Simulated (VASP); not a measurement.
Input:

```
AuPd
1.0
    0.00000     1.99380     1.99380
    1.99380     0.00000     1.99380
    7.93352     7.93352     0.04168
Pd Au
2 2
Direct
  0.99295   0.99295   0.00528
  0.00705   0.00705   0.24472
  0.00846   0.00846   0.49365
  0.99154   0.99154   0.75635
```

Method: PBEsol GGA, VASP's PBE PAW potentials (set 64) (plane waves; VASP). Settings: 400 eV cut-off, 15×15×4 Γ-centred mesh, tetrahedra with Blöchl corrections, potentials Pd Au.

Unless said otherwise, spin-orbit coupling is left out, though it shifts the bands of the heavy elements here.

Problem. Estimate the energy per atom (σ→0), band gap (on the k-mesh) with the smallest direct gap where there is one.

Solution. 
| Item | Value |
|---|---|
| band gap (on the k-mesh) | none (metal, semimetal or under 0.01 eV) |
| energy per atom (σ→0) | -4.975 eV/atom |

Only differences to runs with the same potentials and settings are physical.

The structure was generated: Au2Pd2 was put into an ordered model structure (R-3m), which need not be its known phase. It was relaxed first.
